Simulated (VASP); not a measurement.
All values below come from r2SCAN meta-GGA, VASP's PBE PAW potentials (set 64) (plane waves; VASP).

The input files of a VASP run:

### INCAR
```
METAGGA = R2SCAN
EDIFF = 1E-6   # SCF stop (eV)
ISMEAR = 0
NSW = 60   # most ionic steps
SIGMA = 0.05   # width (eV)
EDIFFG = -0.02
ENCUT = 480   # plane-wave cut-off (eV)
NELM = 100
ISIF = 3
PREC = Accurate
ALGO = Normal   # blocked Davidson
LWAVE = F
LCHARG = F
IBRION = 2
LASPH = T   # aspherical one-centre terms
LREAL = F   # projection in real space or not
LMAXMIX = 4   # l cut-off of mixed one-centre charges
SYSTEM = ZnS
LMIXTAU = T
```

File KPOINTS:
```
Regular mesh
0
Gamma
 6 6 3
```

**POSCAR**
```
ZnS
1
    3.8083347975     0.0000000000     0.0000000000
   -1.9041673988     3.2981146387     0.0000000000
    0.0000000000     0.0000000000     6.2401636269
Zn S
2 2
Direct
  0.3333330000   0.6666670000   0.0002008637
  0.6666670000   0.3333330000   0.5002008637
  0.3333330000   0.6666670000   0.3747991363
  0.6666670000   0.3333330000   0.8747991363
```

POTCAR, in this order: Zn S (PBE.64 set). Program: vasp_std.

Output of the run:

File OUTCAR:
```
 ion  position               nearest neighbor table
   1  0.333  0.667  0.000-   4 2.33   4 2.33   4 2.33   3 2.34
   2  0.667  0.333  0.500-   3 2.33   3 2.33   3 2.33   4 2.34
   3  0.333  0.667  0.375-   2 2.33   2 2.33   2 2.33   1 2.34
   4  0.667  0.333  0.875-   1 2.33   1 2.33   1 2.33   2 2.34
  LATTYP: Found a hexagonal cell.
 ALAT       =     3.8083347975
 C/A-ratio  =     1.6385543705
 Subroutine PRICEL returns:
 Original cell was already a primitive cell.
 Subroutine GETGRP returns: Found 12 space group operations
The static configuration has the point symmetry C_3v.
 The point group associated with its full space group is C_6v.
The dynamic configuration has the point symmetry C_3v.
 Subroutine INISYM returns: Found 12 space group operations
 Subroutine IBZKPT returns following result:
 Found     14 irreducible k-points:

 Following reciprocal coordinates:
            Coordinates               Weight
  0.000000  0.000000  0.000000      1.000000
  0.166667  0.000000  0.000000      6.000000
  0.333333  0.000000  0.000000      6.000000
  0.500000  0.000000  0.000000      3.000000
  0.166667  0.166667  0.000000      6.000000
  0.333333  0.166667  0.000000     12.000000
  0.333333  0.333333  0.000000      2.000000
  0.000000  0.000000  0.333333      2.000000
  0.166667  0.000000  0.333333     12.000000
  0.333333  0.000000  0.333333     12.000000
  0.500000  0.000000  0.333333      6.000000
  0.166667  0.166667  0.333333     12.000000
  0.333333  0.166667  0.333333     24.000000
  0.333333  0.333333  0.333333      4.000000
   k-points           NKPTS =     14   k-points in BZ     NKDIM =     14   number of bands    NBANDS=     22
   number of dos      NEDOS =    301   number of ions     NIONS =      4
   total plane-waves  NPLWV =  37632
   dimension x,y,z NGX =    28 NGY =   28 NGZ =   48
   dimension x,y,z NGXF=    56 NGYF=   56 NGZF=   96
   ions per type =               2   2
...
```

File OSZICAR:
```
       N       E                     dE             d eps       ncg     rms          rms(c)
DAV:   1     0.206203511743E+03    0.20620E+03   -0.17454E+04   616   0.192E+03
DAV:   2    -0.210484146248E+02   -0.22725E+03   -0.22170E+03   634   0.373E+02
DAV:   3    -0.433682535599E+02   -0.22320E+02   -0.22239E+02   736   0.121E+02
DAV:   4    -0.438444354421E+02   -0.47618E+00   -0.47579E+00   730   0.181E+01
DAV:   5    -0.438524523805E+02   -0.80169E-02   -0.80157E-02   750   0.231E+00    0.105E+01
DAV:   6    -0.396893665255E+02    0.41631E+01   -0.36826E+00   746   0.530E+01    0.942E+00
DAV:   7    -0.370561049263E+02    0.26333E+01   -0.11953E+00   652   0.134E+01    0.453E+00
DAV:   8    -0.377693824691E+02   -0.71328E+00   -0.94543E-01   652   0.717E+00    0.154E+00
DAV:   9    -0.377156562934E+02    0.53726E-01   -0.21625E-01   634   0.433E+00    0.928E-01
DAV:  10    -0.376479806668E+02    0.67676E-01   -0.89661E-02   634   0.293E+00    0.453E-01
DAV:  11    -0.377051201034E+02   -0.57139E-01   -0.43705E-02   664   0.203E+00    0.174E-01
DAV:  12    -0.377137348977E+02   -0.86148E-02   -0.19342E-02   658   0.113E+00    0.959E-02
DAV:  13    -0.377129458480E+02    0.78905E-03   -0.10462E-03   804   0.356E-01    0.431E-02
DAV:  14    -0.377169933069E+02   -0.40475E-02   -0.79964E-03   640   0.809E-01    0.751E-02
DAV:  15    -0.377182400711E+02   -0.12468E-02   -0.12720E-03   720   0.448E-01    0.396E-02
DAV:  16    -0.377185289274E+02   -0.28886E-03   -0.34601E-04   700   0.143E-01    0.809E-03
DAV:  17    -0.377185536524E+02   -0.24725E-04   -0.80461E-06   718   0.314E-02    0.984E-03
DAV:  18    -0.377185493039E+02    0.43485E-05   -0.58181E-06   696   0.170E-02    0.243E-03
DAV:  19    -0.377185489602E+02    0.34370E-06   -0.12838E-06   476   0.109E-02
   1 F= -.37718549E+02 E0= -.37718549E+02  d E =-.377185E+02
```

OUTCAR:
```
------------------------ aborting loop because EDIFF is reached ----------------------------------------
  FORCE on cell =-STRESS in cart. coord.  units (eV):
  Direction    XX          YY          ZZ          XY          YZ          ZX
  --------------------------------------------------------------------------------------
  Total       -0.0193691     -0.0193691      0.0264004      0.0000000     -0.0000000      0.0000000
  in kB       -0.3959344     -0.3959344      0.5396658      0.0000000     -0.0000000      0.0000000
  external PRESSURE =      -0.0840676 kB  Pullay stress =       0.0000000 kB
  volume of cell :       78.38
      direct lattice vectors                 reciprocal lattice vectors
     3.808334798  0.000000000  0.000000000     0.262581956  0.151601765  0.000000000
    -1.904167399  3.298114639  0.000000000     0.000000000  0.303203530  0.000000000
     0.000000000  0.000000000  6.240163627     0.000000000  0.000000000  0.160252208
  FREE ENERGIE OF THE ION-ELECTRON SYSTEM (eV)
  ---------------------------------------------------
  free  energy   TOTEN  =       -37.7185489602 eV

  energy  without entropy=      -37.7185489602  energy(sigma->0) =      -37.71854896

 reached required accuracy - stopping structural energy minimisation
```
(Selected blocks of OUTCAR.)

The compound is ZnS in the wurtzite structure, the high-temperature form. It was relaxed first. The start is the result of an earlier pass.
